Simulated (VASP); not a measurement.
Consider the following.

```xyz
2
Lattice="0.0000 2.1840 2.1840 2.1840 0.0000 2.1840 2.1840 2.1840 0.0000" Properties=species:S:1:pos:R:3 pbc="T T T"
Al     0.0000     0.0000     0.0000
N      3.2760     3.2760     3.2760
```

The numbers are results of PBE GGA, VASP's PBE PAW potentials (set 64) (plane waves; VASP), not measurements. Numerical set-up: PREC = Normal, 500 eV cut-off, 5×5×5 Γ-centred mesh, Gaussian smearing of 0.010 eV, potentials Al_GW N_GW_new.

Problem. Give the stress tensor in GPa (positive for a compressed cell).

Solution. 
```
4.27  0.00  0.00
0.00  4.27  0.00
0.00  0.00  4.27
```
The pressure is its mean diagonal, 4.27 GPa.

The structure comes from a computed database's AlN entry (F-43m); how it stands against other phases isn't given here. The cell was not relaxed at this level. The k-mesh is coarse (spacing up to 0.50 per Å, 2π included), so the numbers may not be converged in it.
